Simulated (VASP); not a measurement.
BeCdO2:

```
Be Cd O
1.0
    -2.03564    2.03564    3.49026
     2.03564   -2.03564    3.49026
     2.03564    2.03564   -3.49026
Be Cd O
1 1 2
Cartesian
  0.0000 0.0000 3.4903
  0.0000 0.0000 0.0000
  0.0000 0.0000 2.1762
  0.0000 0.0000 4.8043
```

The cell was built by a generator and needn't be a form met in nature.

```yaml
Program: VASP 6.6.1
Task: relaxation of cell and atoms
Functional: PBE
Potentials_or_basis: VASP PAW PBE potentials, release 64 (Be, Cd, O)
Cutoff: 520 eV
k_mesh: 5 × 5 × 5
Occupations: gaussian, width 0.15 eV
Spin: no spin polarisation
```

At the start: pressure 5.7 GPa; volume 14.46 Å³/atom.

Q: How do energy, volume and symmetry change on relaxing?

A: Over 15 steps the energy falls by 218.1 meV/atom and the volume is 18.15 Å³/atom (+25.5 %); space group I4/mmm (No. 139, to 0.05 Å).

The path:
| step | energy change (eV) | largest force (eV/Å) | pressure (GPa) | volume (Å³) |
| --- | --- | --- | --- | --- |
| 1 | 0.0000 | 4.9582 | 5.75 | 57.85 |
| 2 | 0.8384 | 4.5430 | -9.99 | 62.28 |
| 3 | -0.3750 | 0.1217 | -2.85 | 59.22 |
| 4 | -0.3782 | 0.3788 | -2.36 | 59.11 |
| 5 | -0.6094 | 0.7578 | 6.92 | 58.33 |
| 6 | -0.6206 | 0.4399 | 4.98 | 58.46 |
| 7 | -0.7301 | 0.0628 | 4.90 | 61.54 |
| 8 | -0.8105 | 1.2887 | 4.52 | 69.87 |
| 9 | -0.8444 | 0.9027 | 2.28 | 71.90 |
| 10 | -0.8574 | 0.5718 | 0.57 | 73.80 |
| 11 | -0.8580 | 0.5167 | 0.38 | 74.15 |
| 12 | -0.8578 | 0.4393 | 0.03 | 74.60 |
| 13 | -0.8580 | 0.4777 | 0.18 | 74.36 |
| 14 | -0.8639 | 0.3474 | -0.01 | 73.92 |
| 15 | -0.8724 | 0.0607 | 0.01 | 72.59 |

Final structure:
```
Be Cd O
1.0
    -2.32123    2.32123    3.36802
     2.32123   -2.32123    3.36802
     2.32123    2.32123   -3.36802
Be Cd O
1 1 2
Direct
  0.50000 0.50000 0.00000
  0.00000 0.00000 0.00000
  0.29186 0.29186 0.00000
  0.70814 0.70814 0.00000
```

Caveat: the k mesh is coarse (spacing up to 0.44 Å⁻¹), so the values aren't converged; the volume moved by over 15 % at a fixed basis, so the end points are rough.
